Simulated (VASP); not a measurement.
Data:

```xyz
2
Lattice="0.0000 2.1888 2.1888 2.1888 0.0000 2.1888 2.1888 2.1888 0.0000" Properties=species:S:1:pos:R:3 pbc="T T T"
Al     0.0000     0.0000     0.0000
N      1.0944     1.0944     1.0944
```

All values below come from PBEsol GGA, VASP's PBE PAW potentials (set 64) (plane waves; VASP). Settings: 520 eV cut-off, Gaussian smearing of 0.050 eV, potentials Al N.

Task: Give the energies of bands 2 to 5 at the high-symmetry points, in eV from the valence-band maximum.

Result: 
```csv
band,Γ,X,U,L,W
2,0.00,-4.93,-4.28,-5.88,-3.79
3,0.00,-1.78,-3.66,-0.48,-3.46
4,0.00,-1.78,-1.38,-0.48,-2.72
5,4.08,3.18,5.03,7.23,5.93
```

The gap is indirect, 3.18 eV, from the valence maximum at Γ to the conduction minimum at X.

Measured: gap 5.34 eV (computed value off by -2.16 eV), as given by Daiki Deguchi et al., Japanese Journal of Applied Physics (2016), arXiv:1512.06930.

The compound is AlN in the zinc blende structure, a metastable form; wurtzite is the usual one. It was relaxed first.
